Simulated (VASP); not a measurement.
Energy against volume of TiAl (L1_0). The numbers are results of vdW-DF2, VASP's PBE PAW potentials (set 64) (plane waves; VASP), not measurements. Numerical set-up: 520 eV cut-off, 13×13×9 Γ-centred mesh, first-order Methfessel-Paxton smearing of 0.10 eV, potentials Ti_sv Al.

Shape and ions are relaxed at each volume.

| V (Å³/atom) | E (eV/atom) |
|---|---|
| 15.668 | -3.41448 |
| 16.168 | -3.43158 |
| 16.668 | -3.43706 |
| 17.168 | -3.43256 |

Question: Fit these four points and predict the energy of the run at 17.668 Å³/atom.

Answer: A cubic in V^(−2/3), the third-order Birch-Murnaghan form, passes through the four points with V0 = 16.68 Å³/atom and B0 = 106 GPa, and gives -3.4195 eV/atom there. The run gave -3.4195 eV/atom, -0.0 meV/atom from the fit; all five points give B0 = 106 GPa.

The compound is TiAl in the L1_0 structure. It was relaxed first.
